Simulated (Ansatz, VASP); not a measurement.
# Cross-check of Te3Pb16Se13 (PbSe0.8Te0.2, rock salt) between VASP and Ansatz

Wanted: the spread between two codes on one cell, functional and k mesh. The cell is invented: As first built, before any earlier steps moved the atoms or strained the cell (in the runner's words): 1x2x2 conventional cells of the PbSe type (32 atoms: 13 Se, 3 Te, 16 Pb); Se/Te share their sites, the best of 600 random draws by like-pair counts in two shells; start lattice by linear mixing of the end members' cells; atoms moved at random by 0.02 A. It may not be a known or stable phase. Of the first pair: The structure shown is the start of the Ansatz relaxation below; VASP solves that cell, so the two are compared at the walk's first step.

Method: plane waves, with VASP 6.6.1 beside it; PBE, in Ansatz 0.2.0.

**1. The structure**

The cell holds 32 atoms: 13 Se, 3 Te and 16 Pb. Cell: a = 6.189 Å, b = 12.379 Å, c = 12.379 Å, α = 90.0°, β = 90.0°, γ = 90.0°. It derives from PbSe (PbSe type, space group 225), repeated 1×2×2. As first built, before any earlier steps moved the atoms or strained the cell (in the runner's words): 1x2x2 conventional cells of the PbSe type (32 atoms: 13 Se, 3 Te, 16 Pb); Se/Te share their sites, the best of 600 random draws by like-pair counts in two shells; start lattice by linear mixing of the end members' cells; atoms moved at random by 0.02 A.

**2. Ansatz: relaxation, PBE**

Ansatz runs on its default PAW (the set named soft_2) files.

The two programs are compared at the cell with which this relaxation starts, whose forces are those of its first step.

input.yaml reads:

```yaml
crystal:
  lattice:
    - [6.18944, 0.0, 0.0]
    - [0.0, 12.37888, 0.0]
    - [0.0, 0.0, 12.37888]
  atoms:
    - { symbol: Se, position: [0.49139, 0.00098, 0.99959] }
    - { symbol: Se, position: [0.49514, 0.25112, 0.24992] }
    - { symbol: Se, position: [0.00953, 0.99641, 0.2487] }
    - { symbol: Se, position: [0.00016, 0.24938, 0.00105] }
    - { symbol: Se, position: [0.50288, 0.00078, 0.50011] }
    - { symbol: Se, position: [0.99776, 0.0003, 0.75145] }
    - { symbol: Se, position: [0.0004, 0.24661, 0.50273] }
    - { symbol: Se, position: [0.4984, 0.50143, 0.9992] }
    - { symbol: Se, position: [0.50351, 0.74948, 0.25242] }
    - { symbol: Se, position: [0.00424, 0.74896, 0.99529] }
    - { symbol: Se, position: [0.50113, 0.74841, 0.75159] }
    - { symbol: Se, position: [0.00124, 0.4994, 0.74847] }
    - { symbol: Se, position: [0.99727, 0.75238, 0.50157] }
    - { symbol: Te, position: [0.49932, 0.25053, 0.75149] }
    - { symbol: Te, position: [0.99942, 0.49709, 0.25269] }
    - { symbol: Te, position: [0.49897, 0.49902, 0.50005] }
    - { symbol: Pb, position: [0.99693, 0.99826, 0.00037] }
    - { symbol: Pb, position: [0.99773, 0.25071, 0.25067] }
    - { symbol: Pb, position: [0.50643, 0.99959, 0.25017] }
    - { symbol: Pb, position: [0.49829, 0.25195, 0.00081] }
    - { symbol: Pb, position: [0.00129, 0.00308, 0.50049] }
    - { symbol: Pb, position: [0.00093, 0.24791, 0.74721] }
    - { symbol: Pb, position: [0.4984, 0.00019, 0.74826] }
    - { symbol: Pb, position: [0.49697, 0.25126, 0.49911] }
    - { symbol: Pb, position: [0.99817, 0.49948, 0.99826] }
    - { symbol: Pb, position: [0.00286, 0.75235, 0.25172] }
    - { symbol: Pb, position: [0.50505, 0.49685, 0.2515] }
    - { symbol: Pb, position: [0.49965, 0.75227, 0.999] }
    - { symbol: Pb, position: [0.00272, 0.50293, 0.50105] }
    - { symbol: Pb, position: [0.00056, 0.74981, 0.75093] }
    - { symbol: Pb, position: [0.49955, 0.4982, 0.7511] }
    - { symbol: Pb, position: [0.50557, 0.75074, 0.50185] }
kpoints:
  mp_grid: { grid: [4, 2, 2], shift: [0.5, 0.5, 0.5] }
hamiltonian:
  xc: pbe
scf:
  occupations: { method: methfessel_paxton, width: 0.15 }
output:
  forces: true
  stress: true
relax:
  f_tol: 0.02
  max_steps: 45
  cell: { stress_tol: 0.1 }
```

Command:

```bash
$ ansatz run input.yaml --threads 8 --pin off --max-ram 15360MiB --backend cpu --events-out ev --progress --plain --runs-dir out
```

Numbers of over 12 decimals in the logs are rounded to 6 here.

Log:

```text
The last accepted step is kept in <dir> (removed where the run ends without a failure and the disk answers)
Engine: ansatz 0.2.0, aarch64-unknown-linux-gnu
Pseudopotentials: kind: paw
Pseudopotential: Se, paw, valence charge 16, recommended cutoff 420 eV (normal), Se.paw.azcp
Pseudopotential: Te, paw, valence charge 16, recommended cutoff 420 eV (normal), Te.paw.azcp
Pseudopotential: Pb, paw, valence charge 14, recommended cutoff 420 eV (normal), Pb.paw.azcp
Functional definition: PBE
  parameter kappa = 0.804
  parameter beta = 0.066725
  exchange = pbe_x(kappa = kappa, mu = beta*pi^2/3)
  correlation = pbe_c(beta = beta)
Crystal: 32 atoms, lattice volume = 948.449 Å³
Basis set: ecut = 420 eV, 18533 PW (Γ), exchange–correlation on 90×180×180 points (8 copies of the dense FFT grid, shifted against one another)
Bands: 288, of which v1, the nominal top of the filled ones, is band 240 counted from 1 (239 counted from 0)
Symmetry: 1 space group operations
Space group: P1 (ITA 1), of the structure as read, at distance tolerance 9.8e-5 Å
k-points: 8 of 16 (time reversal used)
Non-local potential: Se, projectors of the file, l = 0: 2, l = 1: 2, l = 2: 3, l = 3: 1
Non-local potential: Te, projectors of the file, l = 0: 2, l = 1: 2, l = 2: 2, l = 3: 2
Non-local potential: Pb, projectors of the file, l = 0: 2, l = 1: 2, l = 2: 2, l = 3: 2
PAW form: soft (Blöchl's): semilocal exchange-correlation on the pseudo side does not see the compensation charge
PAW one-centre angular grid: Se, 590 points (default); XC on 64 Gauss nodes
PAW one-centre angular grid: Te, 590 points (default); XC on 64 Gauss nodes
PAW one-centre angular grid: Pb, 590 points (default); XC on 64 Gauss nodes
Initial density: superposition of atomic densities (neutral atoms: chi_scale 0, normalization atom), corrected by the library's trained network
Initial wavefunctions: pseudopotential atomic-orbital guess
Functional: x = pbe(κ = 0.804, μ = 0.219515), c = pbe(β = 0.066725)
SCF iter   1: F=—  HF=-282556.850956 eV  |F-HF|=—  |Δ(HF+E_count)|=         —  Δρ=6.23e-4  dr2=6.56e-3  ethr=1.77e-3  ⟨swp⟩=6.5  Hψ=8917  notcnv=0
preconditioner: auto → Resta (q_TF=auto, 2.436 Å⁻¹)  ε∞=3.2  [insulator: Δε(μ)=1.279 eV  Ē_g=14.408 eV  σ=0.150 eV  W_gap=1.00  n_scr=232 (ndim 8)  ℏωp=21.6 eV  f_vac=0.020  D(μ)=-0.00/eV (n_scr^D=0)  ε∞_Penn≈3.2]
SCF iter   2: F=—  HF=-282556.831163 eV  |F-HF|=—  |Δ(HF+E_count)|=   1.98e-2  S|Δr|=    0.00e0  Δρ=4.06e-4  dr2=1.59e-3  ethr=1.37e-6  ⟨swp⟩=3.0  Hψ=5032  notcnv=0
SCF iter   3: F=—  HF=-282556.831420 eV  |F-HF|=—  |Δ(HF+E_count)|=   2.56e-4  S|Δr|=    0.00e0  Δρ=2.13e-4  dr2=4.37e-4  ethr=3.32e-7  ⟨swp⟩=2.0  Hψ=3404  notcnv=0
SCF iter   4: F=—  HF=-282556.831717 eV  |F-HF|=—  |Δ(HF+E_count)|=   2.97e-4  S|Δr|=    0.00e0  Δρ=5.63e-5  dr2=5.14e-5  ethr=9.11e-8  ⟨swp⟩=2.0  Hψ=3364  notcnv=0
SCF iter   5: F=—  HF=-282556.832431 eV  |F-HF|=—  |Δ(HF+E_count)|=   7.14e-4  S|Δr|=    0.00e0  Δρ=2.82e-5  dr2=1.20e-5  ethr=1.07e-8  ⟨swp⟩=2.0  Hψ=3884  notcnv=0
SCF iter   6: F=—  HF=-282556.832437 eV  |F-HF|=—  |Δ(HF+E_count)|=   5.45e-6  S|Δr|=    0.00e0  Δρ=7.39e-6  dr2=8.37e-7  ethr=2.50e-9  ⟨swp⟩=2.0  Hψ=3812  notcnv=0
SCF iter   7: F=—  HF=-282556.832437 eV  |F-HF|=—  |Δ(HF+E_count)|=   5.49e-7  S|Δr|=    0.00e0  Δρ=2.83e-6  dr2=1.80e-7  ethr=1.74e-10  ⟨swp⟩=2.0  Hψ=3884  notcnv=0
SCF iter   8: F=-282556.832437 eV  HF=-282556.832437 eV  |F-HF|=3.43e-9  |Δ(HF+E_count)|=   6.66e-8  S|Δr|=    0.00e0  Δρ=9.70e-7  dr2=1.53e-8  ethr=2.08e-11  ⟨swp⟩=4.1  Hψ=8097  notcnv=0
SCF 1 converged in 8 iterations: F = -282556.832437 eV  dr2 = 1.53e-8
  greatest PAW one-centre occupation: 1.000 electrons in one spin orbital (limit 2), on the Se atom at site 1 (counted from 0), in its partial waves of l = 2
relax step   1: F+E_penalty+E_count = -282556.83243726 eV  Δ(F+E_penalty+E_count) = +0.000e0 eV  max|allowed force component| = 5.834e-1 eV/Å  Δτ_max = 0.0000 Å  P = +2.468 GPa  Ω = 948.449 Å³  (8 SCF iters, dr2 threshold 1.00e-7 eV, accepted)
Crystal: 32 atoms, lattice volume = 1024.392 Å³
Basis set: ecut = 420 eV, 20061 PW (Γ), exchange–correlation on 90×180×180 points (8 copies of the dense FFT grid, shifted against one another)
Initial density: handed on by an earlier stage of this run
Initial wavefunctions: those handed on with the density
iter 1 solved again at ethr=4.24e-5 eV; its pass at ethr=3.10e-3 eV (dr2=2.04e-1 eV) is discarded
SCF iter   1: F=—  HF=-282557.283105 eV  |F-HF|=—  |Δ(HF+E_count)|=         —  Δρ=2.95e-3  dr2=1.96e-1  ethr=4.24e-5  ⟨swp⟩=2.0  Hψ=11601  notcnv=0
preconditioner: auto → Resta (q_TF=auto, 2.404 Å⁻¹)  ε∞=3.2  [insulator: Δε(μ)=1.225 eV  Ē_g=14.151 eV  σ=0.150 eV  W_gap=1.00  n_scr=232 (ndim 8)  ℏωp=20.8 eV  f_vac=0.038  D(μ)=-0.00/eV (n_scr^D=0)  ε∞_Penn≈3.2]
[...]
iter 1 solved again at ethr=1.75e-7 eV; its pass at ethr=3.10e-3 eV (dr2=8.42e-4 eV) is discarded
SCF iter   1: F=—  HF=-282557.411308 eV  |F-HF|=—  |Δ(HF+E_count)|=         —  Δρ=4.82e-4  dr2=6.64e-5  ethr=1.75e-7  ⟨swp⟩=3.0  Hψ=15315  notcnv=0
preconditioner: auto → Resta (q_TF=auto, 2.417 Å⁻¹)  ε∞=3.2  [insulator: Δε(μ)=1.227 eV  Ē_g=14.257 eV  σ=0.150 eV  W_gap=1.00  n_scr=232 (ndim 8)  ℏωp=21.1 eV  f_vac=0.026  D(μ)=-0.00/eV (n_scr^D=0)  ε∞_Penn≈3.2]
[...]
SCF converged after 8 iterations
Stability not checked: this state was not tested for a lower state beside it, because cold or Methfessel-Paxton smearing, or corrected tetrahedra, fill the levels in a way that the test cannot read (fill_not_monotonic; see scf.lower_state_search)
Free energy (F): -282557.458806 eV
Harris-Foulkes:  -282557.458806 eV  (|F-HF|=5.82e-11)
Internal energy: -282557.458806 eV  (E = F + TS)
E sigma→0 (E₀):  -282557.458806 eV
Entropy (-TS):   0.000000 eV (0.000 meV/atom)
Fermi energy:    8.609680 eV
Step filling:    the computed levels leave a gap of 1.2256 eV = 8.2 smearing widths at the electron count; against every level under it full and every level over it empty, smearing changes F+E_penalty+E_count by +1.75e-6 meV and its σ→0 estimate by -1.33e-5 meV
--- Per-component energies (eV) ---
  E_band       = -6766.548219
  E_kinetic    = 6664.448702
  E_local      = -54369.278930  (includes V_loc(G=0)·N_el)
  E_nonlocal   = -3076.954289
  E_hartree    = 25658.868194
  E_xc         = -5262.273133
  E_vxc        = -3707.608954  (∫ρ·V_xc dr)
  E_paw        = -205291.450416  (= ΣΔE_a)
  E_vpaw       = -3594.886096  (= ΣTr[D̂ρ^β])
  E_aug_tail   = -0.006373  (compensation charges beyond the density's cutoff)
  E_ewald      = -46880.812560
  E_smearing   = 0.000000  (= −TS)
  E_closure    = 0.000000  (closes the sum)
  Σ components = -282557.458806   (vs F -282557.458806, Δ=0.00e0)
--- Forces (eV/Å), atoms counted from 1 ---
  atom   1  Se     0.00075129     0.00084531     0.00039357
  atom   2  Se     0.00096287     0.00012871     0.00125359
  atom   3  Se    -0.00081131     0.00213354    -0.00002097
  atom   4  Se    -0.00053643    -0.00054028     0.00097792
  atom   5  Se    -0.00107185    -0.00164086    -0.00071878
  atom   6  Se     0.00005884    -0.00210903    -0.00083575
  atom   7  Se     0.00033140     0.00303615    -0.00147041
  atom   8  Se     0.00051877     0.00051502     0.00144248
  atom   9  Se     0.00006422     0.00165080    -0.00054047
  atom  10  Se    -0.00061301     0.00065146    -0.00279726
  atom  11  Se    -0.00038796     0.00185642    -0.00055911
  atom  12  Se    -0.00018919    -0.00095233     0.00034498
  atom  13  Se     0.00133799    -0.00101034    -0.00040792
  atom  14  Te    -0.00089889     0.00004257     0.00194855
  atom  15  Te    -0.00003055    -0.00007934     0.00190802
  atom  16  Te    -0.00017189     0.00116083    -0.00075291
  atom  17  Pb    -0.00072949    -0.00080837     0.00083772
  atom  18  Pb    -0.00059156    -0.00019254     0.00084018
  atom  19  Pb     0.00063665    -0.00152648    -0.00077843
  atom  20  Pb     0.00101530     0.00070051    -0.00089833
  atom  21  Pb     0.00051733     0.00010161     0.00043530
  atom  22  Pb     0.00033669     0.00274441     0.00021872
  atom  23  Pb     0.00025221     0.00077460    -0.00011034
  atom  24  Pb     0.00083527    -0.00013877    -0.00028373
  atom  25  Pb     0.00003121     0.00210321    -0.00093503
  atom  26  Pb    -0.00014177    -0.00155448    -0.00193211
  atom  27  Pb    -0.00076256    -0.00101318    -0.00071079
  atom  28  Pb     0.00071349    -0.00200832     0.00225262
  atom  29  Pb     0.00035042    -0.00198893     0.00057428
  atom  30  Pb    -0.00017237    -0.00089375    -0.00055493
  atom  31  Pb     0.00043243     0.00051419     0.00003527
  atom  32  Pb    -0.00203759    -0.00250281     0.00084391
  max |Σ_I F_I| component: 4.75e-7 eV/Å
--- Stress (GPa, compression-positive) ---
        0.009311      -0.000093      -0.000446
       -0.000093      -0.008150      -0.001713
       -0.000446      -0.001713      -0.002421
  P = ⅓ Tr σ = -0.0004 GPa (-0.004 kbar)
--- Relaxed structure (4 steps of the walk, 4 accepted, 1 SCFs on fresh bases) ---
  F+E_penalty+E_count = -282557.45880606 eV   max|allowed force component| = 3.036e-3 eV/Å   (the final SCF, on the basis selected at the relaxed cell)
  cell:  # Å, volume = 994.0819 Å³
    - [6.296654, 7.945385428356137e-5, 3.556001147410497e-5]
    - [0.000158908, 12.565591, 0.00208884]
    - [7.112002294820994e-5, 0.00208884, 12.564045]
  atoms:
    - { symbol: Se, position: [0.500179, -0.000484197, 1.000631] }
    - { symbol: Se, position: [0.500131, 0.248237, 0.249309] }
    - { symbol: Se, position: [0.000391035, 0.999647, 0.250217] }
    - { symbol: Se, position: [0.000329522, 0.249392, 0.000633848] }
    - { symbol: Se, position: [0.500407, -0.000715473, 0.499921] }
    - { symbol: Se, position: [1.000312, -0.000691064, 0.750484] }
    - { symbol: Se, position: [0.00020085, 0.248110, 0.499912] }
    - { symbol: Se, position: [0.500190, 0.500485, 0.999872] }
    - { symbol: Se, position: [0.500305, 0.751282, 0.249885] }
    - { symbol: Se, position: [0.000342289, 0.750678, 1.000250] }
    - { symbol: Se, position: [0.500339, 0.750899, 0.750982] }
    - { symbol: Se, position: [0.000285753, 0.501269, 0.751721] }
    - { symbol: Se, position: [1.000090, 0.751301, 0.501117] }
    - { symbol: Te, position: [0.500349, 0.250291, 0.749906] }
    - { symbol: Te, position: [1.000321, 0.499776, 0.250920] }
    - { symbol: Te, position: [0.500239, 0.499813, 0.500136] }
    - { symbol: Pb, position: [1.000561, 1.000117, -0.0013266] }
    - { symbol: Pb, position: [1.000502, 0.242810, 0.250431] }
    - { symbol: Pb, position: [0.500382, 0.999084, 0.248651] }
    - { symbol: Pb, position: [0.500174, 0.249563, 0.00710591] }
    - { symbol: Pb, position: [0.000450069, -9.442369941402591e-5, 0.501834] }
    - { symbol: Pb, position: [0.000349452, 0.248755, 0.749548] }
    - { symbol: Pb, position: [0.500431, -0.00676026, 0.750925] }
    - { symbol: Pb, position: [0.500329, 0.242523, 0.491798] }
    - { symbol: Pb, position: [1.000400, 0.499078, 0.993776] }
    - { symbol: Pb, position: [0.000660763, 0.756768, 0.250999] }
    - { symbol: Pb, position: [0.500398, 0.501607, 0.242367] }
    - { symbol: Pb, position: [0.500443, 0.751129, 1.001617] }
    - { symbol: Pb, position: [0.000282356, 0.498838, 0.509258] }
    - { symbol: Pb, position: [0.000580863, 0.750551, 0.750106] }
    - { symbol: Pb, position: [0.500363, 0.508082, 0.757337] }
    - { symbol: Pb, position: [0.501142, 0.756522, 0.498496] }
```

Reading the cycles: dr2 is the Hartree energy of the density residual (eV), the measure of convergence; HF is the Harris–Foulkes estimate of the energy, which meets the free energy F at convergence.

[end of part 1 of 2]

[Lines on the potential files, build, host, timing and source positions are cut from VASP's logs without a mark.]

[Logs are printed without paths, hosts, clocks, repeated set-up lines and the standing remarks that a program may print on its own settings, such as how far it seeks lower states.]

[Hosts, paths, dates, database ids (printed as entryN), source tags and the programs' standing remarks are cut or masked in the printed files.]
